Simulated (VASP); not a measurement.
Output of a VASP run:

### OSZICAR
```
       N       E                     dE             d eps       ncg     rms          rms(c)
DAV:   1     0.430349759301E+02    0.43035E+02   -0.87556E+03  3554   0.149E+03
DAV:   2    -0.662514129760E+01   -0.49660E+02   -0.48385E+02  3374   0.706E+02
DAV:   3    -0.881132401989E+01   -0.21862E+01   -0.20759E+01  3558   0.616E+01
DAV:   4    -0.890964677659E+01   -0.98323E-01   -0.92207E-01  3626   0.100E+01
DAV:   5    -0.891314094753E+01   -0.34942E-02   -0.35044E-02  3378   0.171E+00    0.254E+01
DAV:   6    -0.890096529805E+01    0.12176E-01   -0.34547E-02  3304   0.427E+00    0.151E+01
DAV:   7    -0.890785104807E+01   -0.68858E-02   -0.65504E-02  3229   0.569E+00    0.376E-01
DAV:   8    -0.890771424437E+01    0.13680E-03   -0.45546E-03  3260   0.988E-01    0.961E-02
DAV:   9    -0.890772509938E+01   -0.10855E-04   -0.20657E-04  3406   0.230E-01    0.297E-02
DAV:  10    -0.890772050819E+01    0.45912E-05   -0.22351E-05  3358   0.761E-02    0.343E-02
DAV:  11    -0.890772103015E+01   -0.52196E-06   -0.15736E-06  3314   0.190E-02    0.245E-03
DAV:  12    -0.890772121826E+01   -0.18811E-06   -0.67849E-08  1893   0.665E-03    0.139E-03
DAV:  13    -0.890772120307E+01    0.15187E-07   -0.23625E-08  1778   0.930E-03
   1 F= -.89077212E+01 E0= -.89075616E+01  d E =-.890772E+01
       N       E                     dE             d eps       ncg     rms          rms(c)
DAV:   1    -0.890795691491E+01   -0.23570E-03   -0.77192E-03  3086   0.125E+00    0.674E-02
DAV:   2    -0.890785108019E+01    0.10583E-03   -0.23244E-04  3334   0.236E-01    0.387E-02
DAV:   3    -0.890779763927E+01    0.53441E-04   -0.58703E-05  3796   0.100E-01    0.220E-02
DAV:   4    -0.890779756860E+01    0.70668E-07   -0.75687E-06  3388   0.251E-02    0.808E-03
DAV:   5    -0.890779751117E+01    0.57424E-07   -0.13307E-07  1755   0.984E-03
   2 F= -.89077975E+01 E0= -.89076313E+01  d E =-.763081E-04
       N       E                     dE             d eps       ncg     rms          rms(c)
DAV:   1    -0.890794971438E+01   -0.15215E-03   -0.69697E-03  3051   0.119E+00    0.638E-02
DAV:   2    -0.890785519553E+01    0.94519E-04   -0.21171E-04  3319   0.225E-01    0.369E-02
DAV:   3    -0.890780742043E+01    0.47775E-04   -0.52229E-05  3782   0.951E-02    0.210E-02
DAV:   4    -0.890780729659E+01    0.12384E-06   -0.69385E-06  3412   0.244E-02    0.788E-03
DAV:   5    -0.890780725519E+01    0.41401E-07   -0.11545E-07  1710   0.922E-03
   3 F= -.89078073E+01 E0= -.89076384E+01  d E =-.860521E-04
```

File OUTCAR:
```
------------------------ aborting loop because EDIFF is reached ----------------------------------------
  FORCE on cell =-STRESS in cart. coord.  units (eV):
  Direction    XX          YY          ZZ          XY          YZ          ZX
  --------------------------------------------------------------------------------------
  Total        0.0606704      0.0606704      0.0752357      0.0000000      0.0000000      0.0000000
  in kB        1.6576067      1.6576068      2.0555531      0.0000000      0.0000000      0.0000000
  external PRESSURE =       1.7902556 kB  Pullay stress =       0.0000000 kB
  volume of cell :       58.64
      direct lattice vectors                 reciprocal lattice vectors
     1.759132642 -3.046907202 -0.000000000     0.284230983 -0.164100830 -0.000000000
     1.759132642  3.046907202  0.000000000     0.284230983  0.164100830 -0.000000000
     0.000000000  0.000000000  5.470387523     0.000000000 -0.000000000  0.182802406
 POSITION                                       TOTAL-FORCE (eV/Angst)
 -----------------------------------------------------------------------------------
      1.75913      1.01564      1.36760        -0.000000      0.000000      0.000000
      1.75913     -1.01564      4.10279         0.000000     -0.000000      0.000000
 -----------------------------------------------------------------------------------
    total drift:                               -0.000001      0.000070     -0.000012
  FREE ENERGIE OF THE ION-ELECTRON SYSTEM (eV)
  ---------------------------------------------------
  free  energy   TOTEN  =        -8.9078072552 eV

  energy  without entropy=       -8.9073006410  energy(sigma->0) =       -8.90763838

 reached required accuracy - stopping structural energy minimisation
```
(Selected blocks of OUTCAR.)

### POSCAR
```
Lu
1
    1.7568431298    -3.0429416495     0.0000000000
    1.7568431298     3.0429416495     0.0000000000
    0.0000000000     0.0000000000     5.4846547956
Lu
2
Direct
  0.3333330000   0.6666670000   0.2500000000
  0.6666670000   0.3333330000   0.7500000000
```

Q: Write an INCAR and KPOINTS that could have produced this output.

A: One answer among several that fit: the input of the run itself, PBE GGA, plane waves, VASP's PBE PAW potentials (set 64).

INCAR:
```
ALGO = Normal
EDIFF = 1E-7
EDIFFG = -0.01
ENCUT = 520
GGA = PE
IBRION = 2
ISIF = 4
ISMEAR = 1
LASPH = .TRUE.
LCHARG = .FALSE.
LMAXMIX = 6
LREAL = .FALSE.
LWAVE = .FALSE.
NELM = 100
NSW = 30
PREC = Accurate
SIGMA = 0.1
SYSTEM = Lu
```

KPOINTS:
```
K-points
0
gamma
  12 12 7
0 0 0
```

POTCAR, in this order: Lu_3 (PBE.64 set). Program: vasp_std.

The compound is Lu in the hcp structure. This run relaxes it. Symmetry was kept, so distortions that lower it aren't found.
